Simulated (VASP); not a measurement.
## Ir: stress against strain

Ir (fcc, Fm-3m, 13.924 Å³/atom and stress up to 0.14 GPa in the relaxed cell, cube axes along x, y and z) under a strain ε along a cube axis (axis z), the other axes held. LDA in VASP (plane waves, PAW), 480 eV, 20×20×20 Γ-centred mesh, Methfessel-Paxton smearing 0.10 eV. Stress is positive for a compressed cell.

Here s stands for strain and y for stress zz.

```csv
strain (%),stress zz (GPa)
-1.50,10.50
-1.00,6.85
-0.50,3.30
0.00,-0.14
0.50,-3.46
1.00,-6.67
1.50,-9.76
3.00,?
```

Taking a straight line for y over the 7 complete rows: Means: s 0, y 0.089. About the means, the sum of products is -47.290 and the sum of squares of s is 7.0000; the slope is their ratio. Least squares gives y = 0.089 - 6.7557·s. Residuals (row less fit): 0.277, 0.005, -0.167, -0.229, -0.171, -0.003, 0.285; standard error 0.231 (degrees of freedom: 5). The slope gives the elastic constant C11 = about 680 GPa.

Problem. What does the fit predict for y at s = 3.00, and how far is the calculated value from it?

Solution. y = 0.089 - 6.7557 × 3.0 = -20.178 GPa. The calculation gives -18.38 GPa, 1.798 GPa above the prediction (6.2 % of the range of y in the table). The row lies outside the fitted rows, so this is an extrapolation. From the scatter of the fitted rows alone, a prediction at this place has a standard error of 0.360 GPa, so the miss is 5.0 times that.

A polynomial of degree 2 through the 12 other runs of the series gives -18.39 there, so most of the miss is curvature that the fit leaves out. In a metal these values are sensitive to mesh and smearing; energies are taken to zero smearing, stresses follow the free energy. The runs aren't spin-polarised. Spin-orbit coupling is left out, which can shift these values for the heavy elements here. Rows are the converged runs of the series near zero and its far end; series whose fitted rows scatter by over a few per cent of the range, as at a crossing or softening among them, aren't shown in this form, nor equations of state whose B0' disagrees with the runs' pressures. Most that stay on the fit to the last digits aren't either.
